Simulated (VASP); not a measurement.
Data:

```xyz
3
Lattice="0.0000 2.9621 2.9621 2.9621 0.0000 2.9621 2.9621 2.9621 0.0000" Properties=species:S:1:pos:R:3 pbc="T T T"
Pb     5.9242     5.9242     5.9242
F      1.4811     1.4811     1.4811
F      4.4432     4.4432     4.4432
```

Calculation: AM05 GGA, VASP's PBE PAW potentials (set 64) (plane waves; VASP). Numerical set-up: 520 eV cut-off, 7×7×7 Γ-centred mesh, tetrahedra with Blöchl corrections, potentials Pb_d F.

Question: Estimate the energy per atom (σ→0).

Answer: 
The energy per atom (σ→0) is -4.796 eV/atom.

Only differences to runs with the same potentials and settings are physical.

The compound is PbF2 in the fluorite structure, the β form. It was relaxed first.
